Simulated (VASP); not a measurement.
# CrAgF2 (R-3m) in VASP: single point with PBEsol+U

Aim: the single point of CrAgF2 with PBEsol+U.

All numbers are computed with VASP 6.6.1; they aren't measurements. Logs are shortened: lines on timing, memory, paths and dates and some standing lists are left out, and cuts for length are marked.

### 1 Starting point

The structure is trigonal, space group R-3m (No. 166). Conventional cell: a = 3.134 Å, b = 3.134 Å, c = 19.431 Å, α = 90.00°, β = 90.00°, γ = 120.00°. Around Cr (site symmetry -3m) lie 6 F at 2.10 Å. F (site symmetry 3m) is surrounded by 3 Cr at 2.10 Å and 1 Ag at 2.17 Å. Around Ag (site symmetry -3m) lie 2 F at 2.17 Å.

The cell was built by a generator and needn't be a form met in nature.

### 2 Single point, PBEsol+U

Input file INCAR:

```
SYSTEM = CrAgF2
ALGO = Normal ; EDIFF = 1E-6
ENCUT = 520 ; GGA = PS
ISIF = 2 ; ISMEAR = -1
LASPH = .True. ; LCHARG = .True.
LDAU = .True. ; LDAUJ = 0.96 0 0
LDAUL = 2 -1 -1 ; LDAUPRINT = 1
LDAUTYPE = 1 ; LDAUU = 4.05 0 0
LELF = .True. ; LMAXMIX = 4
LREAL = .False. ; LVHAR = .True.
LWAVE = .False. ; NBANDS = 26
NELM = 150 ; PREC = Accurate
SIGMA = 0.1
```

Input file KPOINTS:

```
k-points
0
Gamma
  10 10 10
  0 0 0
```

Input file POSCAR:

```
CrAgF2
1.0
    3.1335330000      0.0000000000      0.0000000000
   -1.5667660000      2.7137240000      0.0000000000
    0.0000000000     -1.8091460000      6.4770180000
Cr F Ag
1 2 1
Direct
    0.5000000000      0.0000000000      0.5000000000
    0.1119000000      0.2238000000      0.3357000000
    0.8881000000      0.7762000000      0.6643000000
    0.0000000000      0.0000000000      0.0000000000
```

Potentials or basis: VASP PAW PBE potentials, release 64 (Cr_pv, F, Ag).

Launch:

```bash
cat potpaw_PBE.64/Cr_pv/POTCAR potpaw_PBE.64/F/POTCAR potpaw_PBE.64/Ag/POTCAR > POTCAR
mpirun -np 1 vasp_std > vasp.out
```

OUTCAR:

```text
SYSTEM = CrAgF2
   EDIFF = 1E-6
   ENCUT = 520
   GGA = PS
   ISIF = 2
   ISMEAR = -1
   LASPH = .True.
   LREAL = .False.
   NELM = 150
   PREC = Accurate

 ion  position               nearest neighbor table
   1  0.500  0.000  0.500-   2 2.10   3 2.10   2 2.10   3 2.10   2 2.10   3 2.10
   2  0.112  0.224  0.336-   1 2.10   1 2.10   1 2.10   4 2.17
   3  0.888  0.776  0.664-   1 2.10   1 2.10   1 2.10   4 2.17
   4  0.000  0.000  0.000-   2 2.17   3 2.17

  LATTYP: Found a trigonal (rhomboedric) cell.
 ALAT       =     6.7249365366
 COS(alpha) =     0.8914416228

  Lattice vectors:

 A1 = (   0.0000000000,  -1.8091460000,   6.4770180000)
 A2 = (   1.5667670000,   0.9045780000,   6.4770180000)
 A3 = (  -1.5667660000,   0.9045780000,   6.4770180000)

Analysis of symmetry for initial positions (statically):
=====================================================================
 Subroutine PRICEL returns:
 Original cell was already a primitive cell.

 Routine SETGRP: Setting up the symmetry group for a
 trigonal (rhombohedral) supercell.

 Subroutine GETGRP returns: Found 12 space group operations
 (whereof 12 operations were pure point group operations)
 out of a pool of 12 trial point group operations.

The static configuration has the point symmetry D_3d.

Analysis of symmetry for dynamics (positions and initial velocities):
=====================================================================
 Subroutine PRICEL returns:
 Original cell was already a primitive cell.

 Routine SETGRP: Setting up the symmetry group for a
 trigonal (rhombohedral) supercell.

 Subroutine GETGRP returns: Found 12 space group operations
 (whereof 12 operations were pure point group operations)
 out of a pool of 12 trial point group operations.

The dynamic configuration has the point symmetry D_3d.

 Subroutine INISYM returns: Found 12 space group operations
 (whereof 12 operations are pure point group operations),
 and found     1 'primitive' translations

----------------------------------------------------------------------------------------

                                     Primitive cell

  volume of cell :      55.0776

  direct lattice vectors                    reciprocal lattice vectors
     3.133533000  0.000000000  0.000000000     0.319128600  0.184248597  0.051463901
    -1.566766000  2.713724000  0.000000000     0.000000000  0.368497312  0.102927835
     0.000000000 -1.809146000  6.477018000     0.000000000  0.000000000  0.154392037

  length of vectors
     3.133533000  3.133536923  6.724936537     0.372074108  0.382602154  0.154392037

  position of ions in fractional coordinates (direct lattice)
     0.500000000  0.000000000  0.500000000
     0.111900000  0.223800000  0.335700000
     0.888100000  0.776200000  0.664300000
     0.000000000  0.000000000  0.000000000

  ion indices of the primitive-cell ions
   primitive index   ion index
                 1           1
                 2           2
                 3           3
                 4           4

----------------------------------------------------------------------------------------

 KPOINTS: k-points

Automatic generation of k-mesh.
 Grid dimensions read from file:
 generate k-points for:   10   10   10

 Generating k-lattice:

  Cartesian coordinates                     Fractional coordinates (reciprocal lattice)
     0.031912860  0.018424860  0.005146390     0.100000000  0.000000000  0.000000000
     0.000000000  0.036849731  0.010292783     0.000000000  0.100000000  0.000000000
     0.000000000  0.000000000  0.015439204     0.000000000  0.000000000  0.100000000

  Length of vectors
     0.037207411  0.038260215  0.015439204

  Shift w.r.t. Gamma in fractional coordinates (k-lattice)
     0.000000000  0.000000000  0.000000000

 Subroutine IBZKPT returns following result:
 ===========================================

 Found    116 irreducible k-points:

 Following reciprocal coordinates:
            Coordinates               Weight
  0.000000  0.000000  0.000000      1.000000
  0.100000  0.000000 -0.000000      6.000000
  0.200000  0.000000 -0.000000      6.000000
  0.300000  0.000000 -0.000000      6.000000
  0.400000  0.000000  0.000000      6.000000
  0.500000  0.000000  0.000000      3.000000
[... 16 lines left out ...]
  0.000000  0.300000 -0.000000      6.000000
  0.100000  0.300000  0.000000     12.000000
 [... further k-points ...]
   k-points           NKPTS =    116   k-points in BZ     NKDIM =    116   number of bands    NBANDS=     26
   number of dos      NEDOS =    301   number of ions     NIONS =      4
   total plane-waves  NPLWV =  28800
   dimension x,y,z NGX =    24 NGY =   24 NGZ =   50
   dimension x,y,z NGXF=    48 NGYF=   48 NGZF=  100
   ions per type =               1   2   1
   NGX,Y,Z   is equivalent  to a cutoff of  12.73, 12.73, 12.36 a.u.
   NGXF,Y,Z  is equivalent  to a cutoff of  25.47, 25.47, 24.72 a.u.
 SYSTEM =  CrAgF2
   PREC   = accura    normal or accurate (medium, high low for compatibility)
   ISTART =      0    job   : 0-new  1-cont  2-samecut
   ICHARG =      2    charge: 1-file 2-atom 10-const
   ISPIN  =      1    spin polarized calculation?
   LNONCOLLINEAR =      F non collinear calculations
   LSORBIT =      F    spin-orbit coupling
   LASPH  =      T    aspherical Exc in radial PAW
   ENCUT  =  520.0 eV  38.22 Ry    6.18 a.u.   5.83  5.83 12.50*2*pi/ulx,y,z
   NELM   =    150;   NELMIN=  2; NELMDL= -5     # of ELM steps
   EDIFF  = 0.1E-05   stopping-criterion for ELM
   LREAL  =      F    real-space projection
   EDIFFG = 0.1E-04   stopping-criterion for IOM
   NSW    =      0    number of steps for IOM
   IBRION =     -1    ionic relax: 0-MD 1-quasi-New 2-CG
   NFREE  =      0    steps in history (QN), initial steepest desc. (CG)
   ISIF   =      2    stress and relaxation
   ISYM   =      2    0-nonsym 1-usesym 2-fastsym
   POTIM  = 0.5000    time-step for ionic-motion
   TEBEG  =    0.0;   TEEND  =   0.0 temperature during run
   PSTRESS=    0.0 pullay stress
   NELECT =      37.0000    total number of electrons
   NUPDOWN=      -1.0000    fix difference up-down
   EMIN   =  10.00;   EMAX   =-10.00  energy-range for DOS
   EFERMI =   0.00;   METHOD = LEGACY
   ISMEAR =    -1;   SIGMA  =   0.10  broadening in eV -4-tet -1-fermi 0-gaus
   EFERMI_NEDOS =   21; number of points for ismear=-14 and -15
   IALGO  =     38    algorithm
   IMIX   =      4    mixing-type and parameters
     AMIX     =   0.40;   BMIX     =  1.00
     AMIX_MAG =   1.60;   BMIX_MAG =  1.00
  volume/ion in A,a.u.               =      13.77        92.92
  Fermi-wavevector in a.u.,A,eV,Ry     =   1.433784  2.709459 27.969993  2.055736
  Thomas-Fermi vector in A             =   2.553264
   LORBIT       =      0    0 simple, 1 ext, 2 COOP (PROOUT), +10 PAW based schemes
 LDA+U is selected, type is set to LDAUTYPE =  1
   angular momentum for each species LDAUL =     2   -1   -1
   U (eV)           for each species LDAUU =   4.0  0.0  0.0
   J (eV)           for each species LDAUJ =   1.0  0.0  0.0
   GGA     = PS    functional components
   LHFCALC =     F    Hartree Fock is set to
   AEXX    =    0.0000 exact exchange contribution
   IVDW    =     0    specifies the selected vdW correction
   LEPSILON=     F    determine dielectric tensor
   LRPA    =     F    only Hartree local field effects (RPA)
 non-spin polarized calculation
  energy-cutoff  :      520.00
  volume of cell :       55.08
 maximum number of plane-waves:      1503
   NGX = 11   NGY = 11   NGZ = 25

atom =   1  type =  1  l = 2

 onsite density matrix

spin component  1

  0.4420 -0.0000 -0.0000  0.2177  0.0000
 -0.0000  0.2331  0.0000  0.0000  0.2177
 -0.0000  0.0000  0.7638  0.0000  0.0000
  0.2177  0.0000  0.0000  0.2331  0.0000
  0.0000  0.2177  0.0000  0.0000  0.4420

spin component  2

  0.4420 -0.0000 -0.0000  0.2177  0.0000
 -0.0000  0.2331  0.0000  0.0000  0.2177
 -0.0000  0.0000  0.7638  0.0000  0.0000
  0.2177  0.0000  0.0000  0.2331  0.0000
  0.0000  0.2177  0.0000  0.0000  0.4420

 occupancies and eigenvectors

  o =  0.0961  v = -0.5325 -0.0208 -0.0000  0.8461  0.0131  0.0000  0.0000  0.0000  0.0000  0.0000      0.0000  0.0000  0.0000  0.0000  0.0000  0.0000  0.0000  0.0000  0.0000  0.0000
  o =  0.0961  v =  0.0000  0.0000  0.0000  0.0000  0.0000 -0.5325 -0.0208 -0.0000  0.8461  0.0131      0.0000  0.0000  0.0000  0.0000  0.0000  0.0000  0.0000  0.0000  0.0000  0.0000
  o =  0.0961  v =  0.0131 -0.8461 -0.0000 -0.0208  0.5325  0.0000  0.0000  0.0000  0.0000  0.0000      0.0000  0.0000  0.0000  0.0000  0.0000  0.0000  0.0000  0.0000  0.0000  0.0000
  o =  0.0961  v =  0.0000  0.0000  0.0000  0.0000  0.0000  0.0131 -0.8461 -0.0000 -0.0208  0.5325      0.0000  0.0000  0.0000  0.0000  0.0000  0.0000  0.0000  0.0000  0.0000  0.0000
  o =  0.5790  v =  0.0000  0.0000  0.0000  0.0000  0.0000 -0.7013  0.2981 -0.0000 -0.4414  0.4738      0.0000  0.0000  0.0000  0.0000  0.0000  0.0000  0.0000  0.0000  0.0000  0.0000
  o =  0.5790  v = -0.7013  0.2981 -0.0000 -0.4414  0.4738  0.0000  0.0000  0.0000  0.0000  0.0000      0.0000  0.0000  0.0000  0.0000  0.0000  0.0000  0.0000  0.0000  0.0000  0.0000
  o =  0.5790  v =  0.4738  0.4414 -0.0000  0.2981  0.7013  0.0000  0.0000  0.0000  0.0000  0.0000      0.0000  0.0000  0.0000  0.0000  0.0000  0.0000  0.0000  0.0000  0.0000  0.0000
  o =  0.5790  v =  0.0000  0.0000  0.0000  0.0000  0.0000  0.4738  0.4414 -0.0000  0.2981  0.7013      0.0000  0.0000  0.0000  0.0000  0.0000  0.0000  0.0000  0.0000  0.0000  0.0000
  o =  0.7638  v =  0.0000  0.0000  0.0000  0.0000  0.0000 -0.0000  0.0000  1.0000 -0.0000  0.0000      0.0000  0.0000  0.0000  0.0000  0.0000  0.0000  0.0000  0.0000  0.0000  0.0000
  o =  0.7638  v = -0.0000  0.0000  1.0000 -0.0000  0.0000  0.0000  0.0000  0.0000  0.0000  0.0000      0.0000  0.0000  0.0000  0.0000  0.0000  0.0000  0.0000  0.0000  0.0000  0.0000

 number of electron      37.0000002 magnetization

 Free energy of the ion-electron system (eV)
  ---------------------------------------------------
  ext. energy  EPLUGINS =         0.00000000
  ---------------------------------------------------
  free energy    TOTEN  =       -17.06829233 eV

  energy without entropy =      -16.85734733  energy(sigma->0) =      -16.96281983

 E-fermi :   5.6742     XC(G=0): -11.0593

 val. band max:        5.6731111990   @ k =   0.0000   0.5000  -0.0000
 cond. band min:       5.6788016024   @ k =   0.3000   0.3000   0.2000
 fundamental gap:      0.0056904033
 Fermi energy:         5.6741525493

 k-point     1 :       0.0000    0.0000    0.0000
  band No.  band energies     occupation
      1     -37.2430      2.00000
      2     -37.2430      2.00000
      3     -37.0265      2.00000
      4     -20.4007      2.00000
      5     -19.8357      2.00000
      6      -3.6689      2.00000
[... 18 lines left out ...]
     25      13.4978      0.00000
     26      15.0974      0.00000

 k-point     2 :       0.1000    0.0000   -0.0000
  band No.  band energies     occupation
      1     -37.2549      2.00000
      2     -37.2455      2.00000
      3     -37.0240      2.00000
      4     -20.3615      2.00000
      5     -19.8398      2.00000
      6      -3.5918      2.00000
[... 18 lines left out ...]
     25      13.4978      0.00000
     26      15.4049      0.00000

 k-point     3 :       0.2000    0.0000   -0.0000
  band No.  band energies     occupation
      1     -37.2860      2.00000
      2     -37.2519      2.00000
      3     -37.0173      2.00000
      4     -20.2580      2.00000
      5     -19.8523      2.00000
      6      -3.3917      2.00000
[... 572 lines left out ...]
 k-point    23 :       0.0000    0.3000   -0.0000
  band No.  band energies     occupation
      1     -37.3241      2.00000
      2     -37.2599      2.00000
      3     -37.0090      2.00000
      4     -20.1231      2.00000
      5     -19.8735      2.00000
      6      -3.1964      2.00000
[... 18 lines left out ...]
     25      13.4983      0.00000
     26      13.8919      0.00000

 k-point    24 :       0.1000    0.3000    0.0000
  band No.  band energies     occupation
      1     -37.3399      2.00000
      2     -37.2698      2.00000
      3     -37.0043      2.00000
      4     -20.0484      2.00000
      5     -19.8836      2.00000
      6      -3.1711      2.00000
[... 18 lines left out ...]
     25      13.3874      0.00000
     26      13.5063      0.00000

 [... further k-points ...]

------------------------ aborting loop because EDIFF is reached ----------------------------------------

  FORCE on cell =-STRESS in cart. coord.  units (eV):
  Direction    XX          YY          ZZ          XY          YZ          ZX
  --------------------------------------------------------------------------------------
  -------------------------------------------------------------------------------------
  Total       -2.8870131     -2.8870234      7.2694794     -0.0000005      0.0000037      0.0000004
  in kB      -83.9816281    -83.9819263    211.4651672     -0.0000155      0.0001088      0.0000109
  external PRESSURE =      14.5005376 kB  Pullay stress =       0.0000000 kB

 VOLUME and BASIS-vectors are now :
 -----------------------------------------------------------------------------
  energy-cutoff  :      520.00
  volume of cell :       55.08
      direct lattice vectors                 reciprocal lattice vectors
     3.133533000  0.000000000  0.000000000     0.319128600  0.184248597  0.051463901
    -1.566766000  2.713724000  0.000000000     0.000000000  0.368497312  0.102927835
     0.000000000 -1.809146000  6.477018000     0.000000000  0.000000000  0.154392037

 POSITION                                       TOTAL-FORCE (eV/Angst)
 -----------------------------------------------------------------------------------
      1.56677     -0.90457      3.23851         0.000000      0.000000      0.000000
      0.00000      0.00000      2.17433         0.000000      0.000001      1.107692
      1.56677      0.90458      4.30268        -0.000000     -0.000001     -1.107692
      0.00000      0.00000      0.00000         0.000000      0.000000      0.000000
 -----------------------------------------------------------------------------------
    total drift:                                0.000000      0.000000     -0.000000

  FREE ENERGIE OF THE ION-ELECTRON SYSTEM (eV)
  ---------------------------------------------------
  free  energy   TOTEN  =       -17.0682923330 eV

  energy  without entropy=      -16.8573473293  energy(sigma->0) =      -16.96281983
```

Run time: 2.1 min. Hardware: 1 thread of Intel Xeon Platinum 8559C (Emerald Rapids), shared host; peak memory 0.29 GiB.

Results:

- Free energy: -17.0683 eV
- Pressure: 1.5 GPa
- Largest force: 1.108 eV/Å
- Band gap on the k mesh: none (metal or under the smearing width)

Forces on the atoms (eV/Å):
```
Cr   0.000  0.000  0.000
F    0.000  0.000  1.108
F    0.000  0.000 -1.108
Ag   0.000  0.000  0.000
```

Eigenvalues of the final occupation matrices:
```csv
site,spin,trace,eigenvalues
site 1 d,1,2.11,0.10 0.10 0.58 0.58 0.76
site 1 d,2,2.11,0.10 0.10 0.58 0.58 0.76
```

Caveat: the PAW data sets were made with another functional, which shifts forces and pressure a little; an odd number of electrons without spin polarisation forces a metal; a magnetic or distorted state may lie lower; the run has no spin polarisation, though such a crystal can be magnetic; U without spin polarisation on a metal has little footing. Spin polarisation is off, so any magnetic state and its effect on volume and gap are missing.
